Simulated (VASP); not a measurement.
Level of theory: PBE GGA, VASP's PBE PAW potentials (set 64) (plane waves; VASP).

Input for VASP

File KPOINTS:
```
Regular mesh
0
gamma
 8 8 8
0 0 0
```

File POSCAR:
```
Al
3.2978710
  0.5392642708   0.3113445007   1.0000000000
 -0.5392642708   0.3113445007   1.0000000000
  0.0000000000  -0.6226890015   1.0000000000
Al
2
Direct
  0.2188130000   0.2191600000   0.2394740000
  0.7811870000   0.7808400000   0.7605260000
```

**INCAR**
```
SYSTEM  =  Al
PREC  =  Accurate; ENCUT  =  300; LREAL  =  .FALSE.
LASPH  =  .TRUE.
EDIFF  =  1E-6; NELM  =  100; ALGO  =  Normal
ISMEAR  =  0; SIGMA  =  0.272
GGA  =  PE
ISIF  =  2
LWAVE  =  .FALSE.; LCHARG  =  .FALSE.
```

POTCAR, in this order: Al (PBE.64 set). Program: vasp_std.

Output

OSZICAR:
```
       N       E                     dE             d eps       ncg     rms          rms(c)
DAV:   1    -0.852896089261E+00   -0.85290E+00   -0.17181E+03  3696   0.429E+02
DAV:   2    -0.593677893804E+01   -0.50839E+01   -0.48189E+01  5096   0.396E+01
DAV:   3    -0.597755705542E+01   -0.40778E-01   -0.40270E-01  5012   0.463E+00
DAV:   4    -0.597766201713E+01   -0.10496E-03   -0.10491E-03  5523   0.216E-01
DAV:   5    -0.597766214892E+01   -0.13179E-06   -0.13172E-06  5117   0.579E-03    0.224E+00
DAV:   6    -0.589471467009E+01    0.82947E-01   -0.11441E-01  4746   0.144E+00    0.127E+00
DAV:   7    -0.587349432046E+01    0.21220E-01   -0.85034E-02  5306   0.133E+00    0.253E-01
DAV:   8    -0.587298737687E+01    0.50694E-03   -0.49161E-03  4018   0.483E-01    0.683E-02
DAV:   9    -0.587297819321E+01    0.91837E-05   -0.31617E-04  4900   0.101E-01    0.509E-02
DAV:  10    -0.587296792393E+01    0.10269E-04   -0.38006E-05  4571   0.345E-02    0.539E-03
DAV:  11    -0.587296741786E+01    0.50608E-06   -0.31145E-06  4333   0.102E-02
   1 F= -.58729674E+01 E0= -.58540386E+01  d E =-.378576E-01
```

File OUTCAR:
```
------------------------ aborting loop because EDIFF is reached ----------------------------------------
  FORCE on cell =-STRESS in cart. coord.  units (eV):
  Direction    XX          YY          ZZ          XY          YZ          ZX
  --------------------------------------------------------------------------------------
  Total        3.2873950      5.2139015      2.4468912     -0.0141059      0.8108676      0.0075611
  in kB      145.7697441    231.1949351    108.5001036     -0.6254836     35.9555112      0.3352731
  external PRESSURE =     161.8215943 kB  Pullay stress =       0.0000000 kB
  volume of cell :       36.13
      direct lattice vectors                 reciprocal lattice vectors
     1.778424000  1.026774000  3.297871000     0.281147803  0.162320692  0.101075310
    -1.778424000  1.026774000  3.297871000    -0.281147803  0.162320692  0.101075310
     0.000000000 -2.053548000  3.297871000     0.000000000 -0.324641385  0.101075310
 POSITION                                       TOTAL-FORCE (eV/Angst)
 -----------------------------------------------------------------------------------
     -0.00062     -0.04207      2.23413         0.008604      0.804950      3.373253
      0.00062      0.04207      7.65948        -0.008604     -0.804950     -3.373253
 -----------------------------------------------------------------------------------
    total drift:                               -0.000000      0.000000     -0.000000
  FREE ENERGIE OF THE ION-ELECTRON SYSTEM (eV)
  ---------------------------------------------------
  free  energy   TOTEN  =        -5.8729674179 eV

  energy  without entropy=       -5.8351098200  energy(sigma->0) =       -5.85403862
```
(Selected blocks of OUTCAR.)

### OUTCAR
```
 val. band max:        6.6623108832   @ k =  -0.1250  -0.2500   0.2500

 cond. band min:       6.6861872777   @ k =   0.2500  -0.1250  -0.2500


 Fermi energy:         6.6827670554

 k-point     1 :       0.0000    0.0000    0.0000
  band No.  band energies     occupation
      1      -3.6282      2.00000
      2       8.5520      0.00000
      3       9.9100      0.00000
      4      10.1447      0.00000
      5      10.4137      0.00000
      6      12.5955      0.00000
      7      12.8072      0.00000

 k-point     2 :       0.1250   -0.0000    0.0000
  band No.  band energies     occupation
      1      -3.3649      2.00000
      2       8.1096      0.00000
      3       8.4961      0.00000
      4       9.7504      0.00000
      5      10.7294      0.00000
      6      12.5351      0.00000
      7      13.6079      0.00000

 k-point     3 :      -0.0000    0.1250    0.0000
  band No.  band energies     occupation
      1      -3.3649      2.00000
      2       8.1097      0.00000
      3       8.4939      0.00000
      4       9.7534      0.00000
      5      10.7301      0.00000
      6      12.5341      0.00000
      7      13.6082      0.00000

 k-point     4 :       0.0000    0.0000    0.1250
  band No.  band energies     occupation
      1      -3.3645      2.00000
      2       8.1456      0.00000
      3       8.3658      0.00000
      4       9.8881      0.00000
      5      10.7448      0.00000
      6      12.5655      0.00000
      7      13.5732      0.00000

 k-point     5 :       0.2500   -0.0000    0.0000
  band No.  band energies     occupation
      1      -2.5788      2.00000
      2       5.4692      2.00000
      3       8.0127      0.00000
      4       9.1148      0.00000
      5      11.4896      0.00000
      6      12.0044      0.00000
      7      12.5206      0.00000

 k-point     6 :      -0.0000    0.2500    0.0000
  band No.  band energies     occupation
      1      -2.5788      2.00000
...
```

The structure was generated: Al was put into an ordered model structure, which need not be its known phase. The cell was not relaxed at this level, atoms are displaced from their ideal sites.
